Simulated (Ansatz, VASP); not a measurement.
# P in two plane-wave programs

Aim: how closely do two programs agree when they are given the same cell, functional and k mesh? The cell is taken from a series of runs on this material, whose earlier steps may have relaxed, scaled, displaced or heated it; both programs get it as it stands.

Program: Ansatz 0.2.0. Level of theory: plane waves, with VASP 6.6.1 beside it; relaxation of cell and atoms at PBEsol. Results are calculated unless marked as measured.

## (1) The starting structure

It takes space group Cmce (No. 64, orthorhombic). Conventional cell: a = 3.317 Å, b = 10.306 Å, c = 4.204 Å, α = 90.00°, β = 90.00°, γ = 90.00°. Nearest to P lie 3 P at 2.23 to 2.25 Å.

## (2) Ansatz: relaxation of cell and atoms, PBEsol, pair 1

Ansatz runs on its PAW soft_1 files.

The relaxed volume is the usual yardstick between codes: in a stiff, nearly cubic crystal its relative difference is about their pressure difference at one cell divided by the bulk modulus.

The input, input.yaml:

```yaml
crystal:
  lattice:
    - [1.6584681693, -5.1530049029, 0.0]
    - [1.6584681693, 5.1530049029, 0.0]
    - [0.0, 0.0, 4.2037563488]
  atoms:
    - { symbol: P, position: [0.8949259186, 0.1050740814, 0.0731811171] }
    - { symbol: P, position: [0.6050740814, 0.3949259186, 0.5731811171] }
    - { symbol: P, position: [0.1050740814, 0.8949259186, 0.9268188829] }
    - { symbol: P, position: [0.3949259186, 0.6050740814, 0.4268188829] }
kpoints:
  mp_grid: { grid: [16, 16, 12] }
hamiltonian:
  xc: pbesol
  pseudopotentials: { kind: paw, azcp: { folder: soft_1 }, xc_functional: pbe }
scf:
  occupations: { method: gaussian, width: 0.1 }
output:
  forces: true
  stress: true
  eigenvalues: true
  write_density: true
  write_potential: true
  elf: true
  volumetric_format: npy
relax:
  adjacent_minimum: "off"
  f_tol: 0.005
  max_steps: 80
  cell: { stress_tol: 0.05 }
```

Started as:

```console
ansatz run input.yaml --threads 4 --pin off --max-ram 8192MiB --backend cpu --events-out ev --progress --plain --runs-dir out
```

Numbers of over 12 decimals in the logs are rounded to 6 here.

The program printed:

```text
Engine: ansatz 0.2.0, x86_64-unknown-linux-gnu
Pseudopotentials: kind: paw
Pseudopotential: P, paw, valence charge 5, recommended cutoff 420 eV (normal), soft_1/P.paw.azcp
Functional definition: PBEsol
  exchange = pbesol_x
  correlation = pbesol_c
Crystal: 4 atoms, lattice volume = 71.851 Å³
Basis set: ecut = 420 eV, 1403 PW (Γ), exchange–correlation on 80×80×60 points (8 copies of the dense FFT grid, shifted against one another)
Bands: 14, of which v1, the nominal top of the filled ones, is band 10 counted from 1 (9 counted from 0)
Symmetry: 8 space group operations
Space group: Cmce (ITA 64), of the structure as read, at distance tolerance 4.2e-5 Å
k-points: 511 of 3072
Non-local potential: P, projectors of the file, l = 0: 2, l = 1: 2, l = 2: 1
PAW form: soft (Blöchl's): semilocal exchange-correlation on the pseudo side does not see the compensation charge
PAW frozen core: P, regenerated for the run's functional, and the local potential with it (the file was generated under x = pbe(κ = 0.804, μ = 0.219515), c = pbe(β = 0.066725))
PAW one-centre angular grid: P, 110 points (default); XC on 64 Gauss nodes
Initial density: superposition of atomic densities (chi_scale 0.1, normalization cell)
Initial wavefunctions: pseudopotential atomic-orbital guess
Functional: x = pbesol(κ = 0.804, μ = 0.123457), c = pbesol(β = 0.046)
SCF iter   1: F=—  HF=-2960.334751 eV  |F-HF|=—  |Δ(HF+E_count)|=         —  Δρ=3.86e-2  dr2=6.65e-1  ethr=3.10e-3  ⟨swp⟩=7.4  Hψ=55201  notcnv=0
preconditioner: auto → Kerker (q_TF=auto, 2.205 Å⁻¹)  [metal: Δε(μ)=0.021 eV  Ē_g=9.036 eV  σ=0.100 eV  W_gap=0.12  n_scr=12 (ndim 8)  ℏωp=19.6 eV  f_vac=0.000  D(μ)=0.13/eV (n_scr^D=0)]
SCF iter   2: F=—  HF=-2960.212258 eV  |F-HF|=—  |Δ(HF+E_count)|=   1.22e-1  Δρ=2.29e-2  dr2=2.48e-1  ethr=3.10e-3  ⟨swp⟩=1.1  Hψ=11319  notcnv=0
SCF iter   3: F=—  HF=-2960.143554 eV  |F-HF|=—  |Δ(HF+E_count)|=   6.87e-2  Δρ=1.81e-3  dr2=1.36e-3  ethr=1.24e-3  ⟨swp⟩=3.0  Hψ=13227  notcnv=0
SCF iter   4: F=—  HF=-2960.144132 eV  |F-HF|=—  |Δ(HF+E_count)|=   5.77e-4  Δρ=4.47e-4  dr2=1.62e-4  ethr=6.79e-6  ⟨swp⟩=2.2  Hψ=11607  notcnv=0
SCF iter   5: F=—  HF=-2960.144180 eV  |F-HF|=—  |Δ(HF+E_count)|=   4.82e-5  Δρ=7.12e-5  dr2=4.55e-6  ethr=8.08e-7  ⟨swp⟩=2.5  Hψ=12362  notcnv=0
SCF iter   6: F=—  HF=-2960.144187 eV  |F-HF|=—  |Δ(HF+E_count)|=   7.16e-6  Δρ=1.37e-5  dr2=1.86e-7  ethr=2.28e-8  ⟨swp⟩=2.7  Hψ=12527  notcnv=0
SCF iter   7: F=-2960.144187 eV  HF=-2960.144187 eV  |F-HF|=7.17e-10  |Δ(HF+E_count)|=   1.56e-8  Δρ=2.59e-6  dr2=4.91e-9  ethr=5.00e-10  ⟨swp⟩=13.1  Hψ=65772  notcnv=0
SCF 1 converged in 7 iterations: F = -2960.144187 eV  dr2 = 4.91e-9
  greatest PAW one-centre occupation: 0.805 electrons in one spin orbital (limit 2), on the P atom at site 3 (counted from 0), in its partial waves of l = 0
relax step   1: F+E_penalty+E_count = -2960.14418690 eV  Δ(F+E_penalty+E_count) = +0.000e0 eV  max|allowed force component| = 3.428e-3 eV/Å  Δτ_max = 0.0000 Å  P = -0.035 GPa  Ω = 71.851 Å³  (7 SCF iters, dr2 threshold 1.00e-7 eV, accepted)
[...]
relax step   2: F+E_penalty+E_count = -2960.14420991 eV  Δ(F+E_penalty+E_count) = -2.301e-5 eV  max|allowed force component| = 3.021e-3 eV/Å  Δτ_max = 0.0018 Å  P = +0.019 GPa  Ω = 71.698 Å³  energy of the carried Pulay correction = +1.009e-5 eV  (4 SCF iters, dr2 threshold 9.94e-9 eV, accepted)
[...]
relax step   3: F+E_penalty+E_count = -2960.14419957 eV  Δ(F+E_penalty+E_count) = +1.034e-5 eV  max|allowed force component| = 3.021e-3 eV/Å  Δτ_max = 0.0000 Å  P = +0.019 GPa  Ω = 71.698 Å³  stress off target by 4.79e-2 GPa  SCF on the basis re-selected at this cell (its energy is not comparable with the rows above)  (4 SCF iters)
basis re-selected at this cell: Δ(F+E_penalty+E_count) = +1.034e-5 eV, ΔP = -0.000 GPa vs the last step (what re-selecting the basis moved, of the pressure what is left beyond the Pulay correction that the steps carried, after the strain that the cell walked since its last selection, with what the two solves' SCF thresholds leave and, on support functions, any second-order correction that the steps lacked; it is no m [...]
SCF converged after 4 iterations
Free energy (F): -2960.144200 eV
Harris-Foulkes:  -2960.144200 eV  (|F-HF|=6.37e-12)
Internal energy: -2960.143387 eV  (E = F + TS)
E sigma→0 (E₀):  -2960.143793 eV
Entropy (-TS):   -0.000813 eV (-0.203 meV/atom)
Fermi energy:    8.236735 eV
--- Per-component energies (eV) ---
  E_band       = 29.559842
  E_kinetic    = 273.822135
  E_local      = -222.256255  (includes V_loc(G=0)·N_el)
  E_nonlocal   = 130.537003
  E_hartree    = 61.030542
  E_xc         = -288.347083
  E_vxc        = -243.919567  (∫ρ·V_xc dr)
  E_paw        = -2172.665018  (= ΣΔE_a)
  E_vpaw       = -30.684557  (= ΣTr[D̂ρ^β])
  E_aug_tail   = -0.000001  (compensation charges beyond the density's cutoff)
  E_ewald      = -742.449095
  E_core_change = 0.184385  (= ΣΔE_core)
  E_smearing   = -0.000813  (= −TS)
  E_closure    = 0.000000  (closes the sum)
  Σ components = -2960.144200   (vs F -2960.144200, Δ=0.00e0)
--- Forces (eV/Å), atoms counted from 1 ---
  atom   1  P      0.00000000     0.00062697     0.00302134
  atom   2  P      0.00000000    -0.00062697     0.00302134
  atom   3  P     -0.00000000    -0.00062697    -0.00302134
  atom   4  P     -0.00000000     0.00062697    -0.00302134
  max |Σ_I F_I| component: 1.39e-17 eV/Å
--- Stress (GPa, compression-positive) ---
        0.047932      -0.000000       0.000000
       -0.000000       0.032312      -0.000000
        0.000000      -0.000000      -0.023615
  P = ⅓ Tr σ = 0.0189 GPa (0.189 kbar)
--- Band table (eV; the first three rows and the last of 511) ---
  k-point 0: bands = [... 6 lower, 4.2117, 5.3416, 5.6621, 6.9024, 9.1697, 9.4098, 10.1270, 11.6266]
  k-point 1: bands = [... 6 lower, 4.2461, 5.6627, 5.8307, 6.6063, 9.2233, 9.7260, 10.0940, 11.4587]
  k-point 2: bands = [... 6 lower, 4.3473, 5.6578, 5.9853, 6.6591, 9.4029, 9.9622, 10.3837, 11.0825]
  k-point 510: bands = [... 6 lower, 5.7801, 5.7801, 6.9512, 6.9512, 9.5409, 9.5409, 10.9004, 10.9004]
--- Relaxed structure (2 steps of the walk, 2 accepted, 1 SCFs on fresh bases) ---
  F+E_penalty+E_count = -2960.14419957 eV   max|allowed force component| = 3.021e-3 eV/Å   (the final SCF, on the basis selected at the relaxed cell)
  cell:  # Å, volume = 71.6985 Å³
    - [1.657607, -5.146757, 0.0]
    - [1.657607, 5.146757, 0.0]
    - [0.0, 0.0, 4.202085]
  atoms:
    - { symbol: P, position: [0.894767, 0.105233, 0.073019] }
    - { symbol: P, position: [0.605233, 0.394767, 0.573019] }
    - { symbol: P, position: [0.105233, 0.894767, 0.926981] }
    - { symbol: P, position: [0.394767, 0.605233, 0.426981] }
```

## (3) VASP: relaxation of cell and atoms, PBEsol, pair 1

The same cell, functional, mesh and smearing now go to VASP, with its own data sets.

Lines of VASP's logs that name or quote its potential files are left out, and so is its time.

The input, INCAR:

```
SYSTEM = P
PREC = Accurate
ENCUT = 500
EDIFF = 1E-07
NELM = 120
ISMEAR = 0
SIGMA = 0.1
LREAL = .FALSE.
ALGO = Normal
GGA = PS
NBANDS = 16
LORBIT = 11
LWAVE = .FALSE.
LCHARG = .FALSE.
ISIF = 3
IBRION = 2
NSW = 80
EDIFFG = -0.005
LASPH = .TRUE.
GGA_COMPAT = .FALSE.
NELMIN = 4
KPAR = 2
```

The input, POSCAR:

```
P
1.0
    1.6584680000     -5.1530050000      0.0000000000
    1.6584680000      5.1530050000      0.0000000000
    0.0000000000      0.0000000000      4.2037560000
P
4
Direct
    0.8949258733      0.1050741267      0.0731812217
    0.6050741267      0.3949258733      0.5731812217
    0.1050741267      0.8949258733      0.9268190161
    0.3949258733      0.6050741267      0.4268190161
```

The input, KPOINTS:

```
Automatic mesh
0
Gamma
16 16 12
0 0 0
```

The projector-augmented-wave data sets are P (PBE family, release 64).

Started as:

```console
mpirun -np 2 vasp_std
```

The program printed:

```text
[banner, memory and clock lines left out]
running    2 mpi-ranks, on    1 nodes
 distrk:  each k-point on    1 cores,    2 groups
 distr:  one band on    1 cores,    1 groups

 POSCAR found type information on POSCAR P
 POSCAR found :  1 types and       4 ions
|                                                                             |
|               ----> ADVICE to this user running VASP <----                  |
|                                                                             |
|     You enforced a specific xc type in the INCAR file but a different       |
|     [... a line on the potential file left out ...]
|     I HOPE YOU KNOW WHAT YOU ARE DOING!                                     |
|                                                                             |

 LDA part: xc-table for (Slater+PW92), standard interpolation
 POSCAR, INCAR and KPOINTS ok, starting setup
 FFT: planning ... GRIDC
 FFT: planning ... GRID_SOFT
 FFT: planning ... GRID
 WAVECAR not read
 entering main loop
       N       E                     dE             d eps       ncg     rms          rms(c)
DAV:   1     0.540940168947E+02    0.54094E+02   -0.82676E+03 16352   0.103E+03
DAV:   2    -0.200947148129E+02   -0.74189E+02   -0.71647E+02 22232   0.158E+02
DAV:   3    -0.231981111823E+02   -0.31034E+01   -0.30859E+01 22344   0.346E+01
DAV:   4    -0.232276345869E+02   -0.29523E-01   -0.29515E-01 20328   0.407E+00
DAV:   5    -0.232281438810E+02   -0.50929E-03   -0.50926E-03 22520   0.493E-01    0.101E+01
DAV:   6    -0.231044670245E+02    0.12368E+00   -0.59870E-02 19488   0.142E+00    0.588E+00
DAV:   7    -0.230502143079E+02    0.54253E-01   -0.10170E-01 21168   0.185E+00    0.260E-01
DAV:   8    -0.230497960412E+02    0.41827E-03   -0.10823E-02 19192   0.666E-01    0.168E-01
DAV:   9    -0.230498185188E+02   -0.22478E-04   -0.43097E-04 22336   0.134E-01    0.752E-02
DAV:  10    -0.230498070243E+02    0.11494E-04   -0.75859E-05 20608   0.489E-02    0.293E-02
DAV:  11    -0.230498086556E+02   -0.16313E-05   -0.84871E-06 20704   0.207E-02    0.116E-02
DAV:  12    -0.230498087978E+02   -0.14217E-06   -0.42977E-07 20544   0.417E-03    0.276E-03
DAV:  13    -0.230498087447E+02    0.53157E-07   -0.92897E-08 11320   0.198E-03
   1 F= -.23049809E+02 E0= -.23049409E+02  d E =-.230498E+02
[... from here on, the cycles between the ionic steps are left out ...]
   2 F= -.23049855E+02 E0= -.23049456E+02  d E =-.463273E-04
   3 F= -.23049900E+02 E0= -.23049500E+02  d E =-.910121E-04
   4 F= -.23049900E+02 E0= -.23049500E+02  d E =-.910172E-04
   5 F= -.23049919E+02 E0= -.23049520E+02  d E =-.189955E-04
   6 F= -.23049949E+02 E0= -.23049553E+02  d E =-.495715E-04
   7 F= -.23049965E+02 E0= -.23049569E+02  d E =-.158710E-04
   8 F= -.23049984E+02 E0= -.23049588E+02  d E =-.346675E-04
 curvature:  -2.11 expect dE=-0.471E-04 dE for cont linesearch -0.114E-08
 trial: gam= 1.01417 g(F)=  0.135E-04 g(S)=  0.878E-05 ort =-0.188E-06 (trialstep = 0.632E+00)
 search vector abs. value=  0.896E-04
 bond charge predicted
       N       E                     dE             d eps       ncg     rms          rms(c)
DAV:   1    -0.230500012751E+02   -0.17227E-04   -0.10183E-03 17536   0.159E-01    0.193E-02
DAV:   2    -0.230499970910E+02    0.41841E-05   -0.49134E-05 22608   0.452E-02    0.102E-02
DAV:   3    -0.230499941913E+02    0.28997E-05   -0.55810E-06 20264   0.132E-02    0.428E-03
DAV:   4    -0.230499938339E+02    0.35745E-06   -0.11218E-06 21880   0.586E-03    0.195E-03
DAV:   5    -0.230499936740E+02    0.15986E-06   -0.50067E-08  9720   0.151E-03    0.556E-04
DAV:   6    -0.230499936398E+02    0.34206E-07   -0.11549E-08  9008   0.733E-04
   9 F= -.23049994E+02 E0= -.23049599E+02  d E =-.963891E-05
 trial-energy change:   -0.000010  1 .order   -0.000009   -0.000014   -0.000005
 step:   0.9583(harm=  0.9583)  dis= 0.00047  next Energy=   -23.049995 (dE=-0.106E-04)
 reached required accuracy - stopping structural energy minimisation
```

OUTCAR, selected parts (step 3):

```text
ion  position               nearest neighbor table
   1  0.895  0.105  0.073-   4 2.23   4 2.23   3 2.25
   2  0.605  0.395  0.573-   3 2.23   3 2.23   4 2.25
   3  0.105  0.895  0.927-   2 2.23   2 2.23   1 2.25
   4  0.395  0.605  0.427-   1 2.23   1 2.23   2 2.25

  LATTYP: Found a base centered orthorhombic cell.
 ALAT       =     3.3169360000
 B/A-ratio  =     3.1070873843
 C/A-ratio  =     1.2673612032

 Subroutine GETGRP returns: Found  8 space group operations
 (whereof  4 operations were pure point group operations)

The static configuration has the point symmetry C_2h.
 The point group associated with its full space group is D_2h.

 Found    511 irreducible k-points:

   k-points           NKPTS =    511   k-points in BZ     NKDIM =    511   number of bands    NBANDS=     16

   dimension x,y,z NGX =    40 NGY =   40 NGZ =   32
   dimension x,y,z NGXF=    80 NGYF=   80 NGZF=   64

   ENCUT  =  500.0 eV  36.75 Ry    6.06 a.u.   9.87  9.87  7.66*2*pi/ulx,y,z

   NELECT =      20.0000    total number of electrons

 k-points in reciprocal lattice and weights: Automatic mesh
   0.00000000  0.00000000  0.00000000       0.000
   0.06250000  0.00000000  0.00000000       0.001
   0.12500000  0.00000000  0.00000000       0.001
   0.18750000  0.00000000  0.00000000       0.001
   0.25000000  0.00000000  0.00000000       0.001
   0.31250000  0.00000000  0.00000000       0.001
   0.37500000  0.00000000  0.00000000       0.001
   0.43750000  0.00000000  0.00000000       0.001
   0.50000000  0.00000000  0.00000000       0.001
[...]
-0.43750000  0.43750000  0.50000000       0.001
   0.50000000  0.50000000  0.50000000       0.000

 average (electrostatic) potential at core
       1 -82.2622       2 -82.2622       3 -82.2622       4 -82.2622

 E-fermi :   7.1188

 k-point     1 :       0.0000    0.0000    0.0000
  band No.  band energies     occupation
    ...
      6       2.7909      2.00000
      7       3.0866      2.00000
      8       4.2135      2.00000
      9       4.5458      2.00000
     10       5.7656      2.00000
     11       8.0231      0.00000
     12       8.2913      0.00000
     13       9.0233      0.00000
     14      10.4868      0.00000
     15      12.5850      0.00000
    ...

 k-point     2 :       0.0625    0.0000    0.0000
  band No.  band energies     occupation
    ...
      6       2.5976      2.00000
      7       2.8306      2.00000
      8       4.2352      2.00000
      9       4.4142      2.00000
     10       5.8415      2.00000
     11       8.0776      0.00000
     12       8.6451      0.00000
     13       9.4204      0.00000
     14      10.2159      0.00000
     15      12.2813      0.00000
    ...

 k-point     3 :       0.1250    0.0000    0.0000
  band No.  band energies     occupation
    ...
      6       2.1817      2.00000
      7       2.3162      2.00000
      8       4.2248      2.00000
      9       4.2980      2.00000
     10       5.9708      2.00000
     11       8.2304      0.00000
     12       9.5750      0.00000
     13       9.5782      0.00000
     14      10.3233      0.00000
     15      11.5880      0.00000
    ...

  Total        0.0082381     -0.0083430      0.0060048      0.0000000      0.0000000      0.0000000
  in kB        0.1833628     -0.1856964      0.1336542      0.0000000      0.0000000      0.0000000
  external PRESSURE =       0.0437735 kB  Pullay stress =       0.0000000 kB

  energy-cutoff  :      500.00
  volume of cell :       71.98
      direct lattice vectors                 reciprocal lattice vectors
     1.656584396 -5.154017674 -0.000000000     0.301825854 -0.097011697 -0.000000000
     1.656584396  5.154017674  0.000000000     0.301825854  0.097011697  0.000000000
     0.000000000 -0.000000000  4.215385787     0.000000000 -0.000000000  0.237226211

 POSITION                                       TOTAL-FORCE (eV/Angst)
 -----------------------------------------------------------------------------------
      1.65658     -4.07297      0.31134         0.000000     -0.003662     -0.001113
      1.65658     -1.08105      2.41903         0.000000      0.003662     -0.001113
      1.65658      4.07297      3.90405         0.000000      0.003662      0.001113
      1.65658      1.08105      1.79636         0.000000     -0.003662      0.001113
 -----------------------------------------------------------------------------------
    total drift:                                0.000000     -0.000000     -0.000225

  FREE ENERGIE OF THE ION-ELECTRON SYSTEM (eV)
  ---------------------------------------------------
  free  energy   TOTEN  =       -23.0499936398 eV

  energy  without entropy=      -23.0492042701  energy(sigma->0) =      -23.04959895

 reached required accuracy - stopping structural energy minimisation

 total charge
# of ion       s       p       d       tot
------------------------------------------
    1        1.081   1.365   0.000   2.446
    2        1.081   1.365   0.000   2.446
    3        1.081   1.365   0.000   2.446
    4        1.081   1.365   0.000   2.446
--------------------------------------------------
tot          4.324   5.459   0.000   9.784

[... 3 further parts left out ...]
```

CONTCAR:

```
P
   1.00000000000000
     1.6565843956505355   -5.1540176735258667   -0.0000000000000000
     1.6565843956505355    5.1540176735258667    0.0000000000000000
     0.0000000000000000   -0.0000000000000000    4.2153857869240996
  P
     4
Direct
     0.8951256027092563    0.1048743972907436    0.0738571951656515
     0.6048743972907437    0.3951256027092565    0.5738571951656515
     0.1048743972907436    0.8951256027092563    0.9261430426343433
     0.3951256027092565    0.6048743972907437    0.4261430426343432
```

The run keeps the 8 symmetry operations of its start, so it cannot find a distortion of lower symmetry.

## (4) Differences

Known differences besides the potentials themselves: the cutoff is 420 eV in Ansatz and 500 eV in VASP; Ansatz makes its cores anew for this functional, VASP keeps those of its PBE data sets; Ansatz adds a Pulay correction to the stress that steers its cell, VASP none. Total energies have different zeros and are not compared.

Compared:

| quantity | Ansatz | VASP | difference |
| --- | --- | --- | --- |
| volume (Å³) | 71.70 | 71.98 | -0.39 % |
| edge a after relaxation, in the typed setting (Å) | 5.407 | 5.414 | -0.12 % |
| edge c after relaxation, in the typed setting (Å) | 4.202 | 4.215 | -0.32 % |

[end of part 1 of 2]

[Lines on the potential files, build, host, timing and source positions are cut from VASP's logs without a mark.]

[Logs are printed without paths, hosts, clocks, repeated set-up lines and the standing remarks that a program may print on its own settings, such as how far it seeks lower states.]

[Hosts, paths, dates, database ids (printed as entryN), source tags and the programs' standing remarks are cut or masked in the printed files.]
